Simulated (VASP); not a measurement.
Input:

```
BN
1.0
    0.00000     1.81246     1.81246
    1.81246     0.00000     1.81246
    1.81246     1.81246     0.00000
B N
1 1
Direct
  0.00000   0.00000   0.00000
  0.25000   0.25000   0.25000
```

Level of theory: PW91 GGA, VASP's PBE PAW potentials (set 64) (plane waves; VASP). Numerical set-up: 520 eV cut-off, 12×12×12 Γ-centred mesh, Gaussian smearing of 0.050 eV, potentials B N.

Predict the energy per atom (σ→0), band gap (on the k-mesh) with the smallest direct gap where there is one.

```json
{
  "band gap (on the k-mesh)": "4.50 eV",
  "smallest direct gap (on the k-mesh)": "8.81 eV",
  "energy per atom (σ→0)": "-8753 meV/atom"
}
```

Total energies compare only between runs with the same potentials, cut-off and functional.

The compound is BN in the zinc blende structure. It was relaxed first.
